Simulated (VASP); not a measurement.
Given:

```yaml
crystal:
  lattice:
    - [2.91910, 0.00000, 0.00000]
    - [0.00000, 2.91910, 0.00000]
    - [0.00000, 0.00000, 2.91910]
  atoms:
    - { symbol: Al, position: [0.50000, 0.50000, 0.50000] }
    - { symbol: Fe, position: [0.00000, 0.00000, 0.00000] }
```

All values below come from optB88-vdW, VASP's PBE PAW potentials (set 64) (plane waves; VASP). Numerical set-up: 520 eV cut-off, 13×13×13 Γ-centred mesh, first-order Methfessel-Paxton smearing of 0.10 eV, potentials Al Fe.

Question: Give the stress tensor in GPa (positive for a compressed cell).

Answer: 
```
-9.27   0.00   0.00
 0.00  -9.27   0.00
 0.00   0.00  -9.27
```
The pressure is its mean diagonal, -9.27 GPa.

The compound is FeAl in the CsCl type structure. This cell is one point of a volume scan, at 1.06 of the reference volume. The run is not spin-polarised, so no magnetic state was tried. The electron count is odd and the run is not spin-polarised, which forces a metal.
